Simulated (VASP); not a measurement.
**MgO (relaxed from the NiAs type structure, space group P6_3/mmc): computed properties**

Computed with PBEsol GGA, VASP's PBE PAW potentials (set 64) (plane waves; VASP 6.6.1).

```
Item                                                                                                               Result
---------------------------------------------  --------------------------------------------------------------------------
space group                                                                                                P6_3/mmc (194)
cell                                           a = 2.925 Å, b = 2.925 Å, c = 5.109 Å, α = 90.00°, β = 90.00°, γ = 120.00°
volume per atom                                                                                              9.46 Å³/atom
band gap (over mesh and band path)                                                                                4.30 eV
smallest direct gap (over mesh and band path)                                                                     4.30 eV
band-edge character                                                                                        direct, Γ to Γ
density                                                                                                        3.54 g/cm³
```

```cif
data_Mg2O2
_chemical_formula_sum 'Mg2 O2'
_space_group_name_H-M_alt 'P63/mmc'
_space_group_IT_number 194
_space_group_name_Hall '-P 6c 2c'
_cell_length_a 2.92464
_cell_length_b 2.92464
_cell_length_c 5.10864
_cell_angle_alpha 90.000
_cell_angle_beta 90.000
_cell_angle_gamma 120.000
loop_
_atom_site_label
_atom_site_type_symbol
_atom_site_symmetry_multiplicity
_atom_site_Wyckoff_symbol
_atom_site_fract_x
_atom_site_fract_y
_atom_site_fract_z
_atom_site_occupancy
Mg1 Mg 2 a 0.00000 0.00000 0.00000 1
O1 O 2 c 0.33333 0.66667 0.25000 1
```

The structure was generated: MgO was put into the NiAs type type (P6_3/mmc), which need not be its known phase. It was relaxed first, which changed the volume by -12 %. Symmetry was kept, so distortions that lower it aren't found.
